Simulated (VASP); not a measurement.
```yaml
crystal:
  lattice:
    - [4.19188, 0.00000, 0.00000]
    - [0.00000, 4.19188, 0.00000]
    - [0.00000, 0.00000, 2.68209]
  atoms:
    - { symbol: Si, position: [0.00000, 0.00000, 0.00000] }
    - { symbol: Si, position: [0.50000, 0.50000, 0.50000] }
    - { symbol: O, position: [0.30588, 0.30588, 0.00000] }
    - { symbol: O, position: [0.80588, 0.19412, 0.50000] }
    - { symbol: O, position: [0.19412, 0.80588, 0.50000] }
    - { symbol: O, position: [0.69412, 0.69412, 0.00000] }
```

Method: PBEsol GGA, VASP's PBE PAW potentials (set 64) (plane waves; VASP 6.6.1). Settings: 620 eV cut-off, 5×5×8 Γ-centred mesh, Gaussian smearing of 0.050 eV, potentials Si O.

Q: What does the run give for the energy per atom (σ→0), band gap (on the k-mesh) with the smallest direct gap where there is one?

A: 
```json
{
  "band gap (on the k-mesh)": "5.35 eV",
  "smallest direct gap (on the k-mesh)": "5.35 eV",
  "energy per atom (σ→0)": "-8.167 eV/atom"
}
```

The compound is SiO2 in the rutile structure, stishovite, a high-pressure form. It was relaxed first.
